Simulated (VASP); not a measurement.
Consider the following.

```
Mg2Si
1.0
    0.00000     3.09613     3.24035
    3.13111     0.00000     3.24035
    3.13111     3.09613     0.00000
Mg Si
2 1
Direct
  0.25000   0.25000   0.25000
  0.75000   0.75000   0.75000
  0.98797   0.01203   0.01203
```

Level of theory: PBE GGA, VASP's PBE PAW potentials (set 64) (plane waves; VASP). Run with PREC = Low, 400 eV cut-off, 6×6×6 Γ-centred mesh, Gaussian smearing of 0.050 eV, potentials Mg Si.

### Question
What does the run give for the energy per atom (σ→0), pressure?

### Answer

```json
{
 "energy per atom (σ→0)": "-284.7 kJ/mol-atom",
 "pressure": "1.43 GPa"
}
```

The absolute energy has meaning only against runs of the same code, potentials and settings.

The compound is Mg2Si in the antifluorite structure. The cell was not relaxed at this level, atoms are displaced from their ideal sites. The run is one of a series of settings (PREC = Low against the base run), some of them coarse on purpose.
